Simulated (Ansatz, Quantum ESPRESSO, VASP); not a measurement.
## Code comparison for LaIn5Rh (P4/mmm, 7 atoms in the cell)

Self-consistent single point, at a second geometry (lattice scaled by 0.98). First geometry:

```yaml
crystal:
  lattice:
    - [4.64255, 0.00000, 0.00000]
    - [0.00000, 4.64255, 0.00000]
    - [0.00000, 0.00000, 7.53034]
  atoms:
    - { symbol: La, position: [0.00000, 0.00000, 0.00000] }
    - { symbol: In, position: [0.50000, 0.50000, 0.00000] }
    - { symbol: In, position: [0.50000, 0.00000, 0.69223] }
    - { symbol: In, position: [0.50000, 0.00000, 0.30777] }
    - { symbol: In, position: [0.00000, 0.50000, 0.69223] }
    - { symbol: In, position: [0.00000, 0.50000, 0.30777] }
    - { symbol: Rh, position: [0.00000, 0.00000, 0.50000] }
```

Shared settings, as Ansatz (a program for electronic structure) writes them: kpoints.mp_grid.grid = 5 5 3; scf.occupations.method = fermi_dirac; scf.occupations.width = 0.0037 Ry. Potentials and cutoffs stand in the table.

```json
[
 {"code": "VASP", "model": "PBEsol, VASP's PBE PAW potentials (set 64)", "ΔF from the first geometry (meV/atom)": "32.8", "pressure (GPa)": "6.45", "largest force (eV/Å)": "0.446", "cutoff": "300 eV"},
 {"code": "Ansatz", "model": "PBEsol, PAW files made with PBE", "ΔF from the first geometry (meV/atom)": "32.3", "pressure (GPa)": "6.89", "largest force (eV/Å)": "0.441", "cutoff": "default"},
 {"code": "Quantum ESPRESSO", "model": "PBEsol, GBRV 1.5 ultrasoft (PBESOL) pseudopotentials", "ΔF from the first geometry (meV/atom)": "31.2", "pressure (GPa)": "5.60", "largest force (eV/Å)": "0.416", "cutoff": "40 Ry"}
]
```

For VASP (by 0.5 GPa) and Quantum ESPRESSO (by 1.1 GPa) the energy change implies a higher mean pressure, against the two pressures, than for the other programs: a sign of finite-basis (Pulay) stress.

On Ansatz's run: spin polarisation is off.

The spread over the programs that give each value: ΔF from the first geometry within 1.6 meV/atom; pressure within 1.29 GPa; largest force within 0.030 eV/Å.

Ansatz's pressure is given at a fixed set of plane waves, as the other plane-wave codes print theirs.

VASP's run is marked for a possible Pulay error in its stress at this cutoff; no cutoff test was made.

The starting cell comes from a database of computed structures (which also holds hypothetical and non-ambient phases and stackings), without a prior relaxation at this level. Its lattice was rescaled by a random factor within 2.5 % of one. For this run, on top of that: lattice scaled by 0.98.

Left out of this page: CP2K, Elk, FLEUR and SIESTA (not drawn, or without a comparable value).

Keys are those of Ansatz 0.2.
